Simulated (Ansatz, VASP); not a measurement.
**Mg2C: VASP beside Ansatz**

```
CELL_PARAMETERS angstrom
0.00000 2.66242 2.71091
2.66242 0.00000 2.71091
2.66242 2.66242 0.00000
ATOMIC_POSITIONS crystal
C 0.00000 0.00000 0.00000
Mg 0.25000 0.25000 0.25000
Mg 0.75000 0.75000 0.75000
```

Change from the starting cell: epitaxial_xy strain -1.8%.

Alike in both runs: task single point; functional r2SCAN; k mesh 8 × 8 × 8; no spin polarisation.

|  | VASP | Ansatz |
| --- | --- | --- |
| version | VASP 6.6.1 | Ansatz 0.2.0 |
| potentials or method | VASP PAW PBE potentials, release 64 (C, Mg) | plane waves, PAW |
| plane-wave cutoff (eV) | 520 | 500 |
| occupations | gaussian, width 0.01 eV | fixed |
| valence electrons in the cell | 8 | 24 |

|  | VASP | Ansatz | Ansatz less VASP |
| --- | --- | --- | --- |
| gap on the k mesh at the Fermi level (eV) | 1.07 | 1.07 | +0.006 |
| pressure (GPa) | 3.4 | 3.9 | +0.41 |
| largest component of the traceless stress (GPa) | 3.88 | 3.86 | -0.020 |

The two sets of potentials don't hold the same shells in valence.

Caveats: the PAW data sets were made with another functional, which shifts forces and pressure a little (VASP). A k mesh can miss the band edges.
